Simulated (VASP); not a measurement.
Input:

```xyz
2
Lattice="0.0000 2.1800 2.1800 2.1800 0.0000 2.1800 2.1800 2.1800 0.0000" Properties=species:S:1:pos:R:3 pbc="T T T"
Si     0.0000     0.0000     0.0000
C      1.0900     1.0900     1.0900
```

All values below come from PBE GGA, VASP's PBE PAW potentials (set 64) (plane waves; VASP). Settings: PREC = Normal, 500 eV cut-off, 6×6×6 Γ-centred mesh, Gaussian smearing of 0.010 eV, potentials Si_GW C_GW_new.

Problem. Predict the energy per atom (σ→0), pressure, band gap (on the k-mesh) with the smallest direct gap where there is one.

Solution. 
```json
{
  "band gap (on the k-mesh)": "1.35 eV",
  "smallest direct gap (on the k-mesh)": "4.53 eV",
  "energy per atom (σ→0)": "-725.3 kJ/mol of atoms",
  "pressure": "3.21 GPa"
}
```

The compound is SiC in the zinc blende structure. The cell was not relaxed at this level.
